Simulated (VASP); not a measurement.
Input:

```xyz
2
Lattice="0.0000 2.2859 2.2859 2.2859 0.0000 2.2859 2.2859 2.2859 0.0000" Properties=species:S:1:pos:R:3 pbc="T T T"
Na     0.0000     0.0000     0.0000
F      2.2859     2.2859     2.2859
```

Method: r2SCAN meta-GGA, VASP's PBE PAW potentials (set 64) (plane waves; VASP). Settings: 520 eV cut-off, 11×11×11 Γ-centred mesh, tetrahedra with Blöchl corrections, potentials Na_pv F.

Task: Give the energies of bands 5 to 8 at the high-symmetry points, in eV from the valence-band maximum.

Result: 
```json
[
 {"band": "5", "Γ": "0.00", "X": "-1.32", "U": "-1.10", "L": "-1.64", "W": "-0.91"},
 {"band": "6", "Γ": "0.00", "X": "-0.42", "U": "-0.86", "L": "-0.29", "W": "-0.91"},
 {"band": "7", "Γ": "0.00", "X": "-0.42", "U": "-0.39", "L": "-0.29", "W": "-0.60"},
 {"band": "8", "Γ": "7.41", "X": "14.06", "U": "13.85", "L": "11.89", "W": "14.31"}
]
```

The gap is direct, 7.41 eV, from the valence maximum at Γ to the conduction minimum at Γ.

Measured: gap 11.70 eV (computed value off by -4.29 eV), as given by David Koller et al., Journal of Physics Condensed Matter (2013), arXiv:1304.4470.

The compound is NaF in the rock salt structure. It was relaxed first.
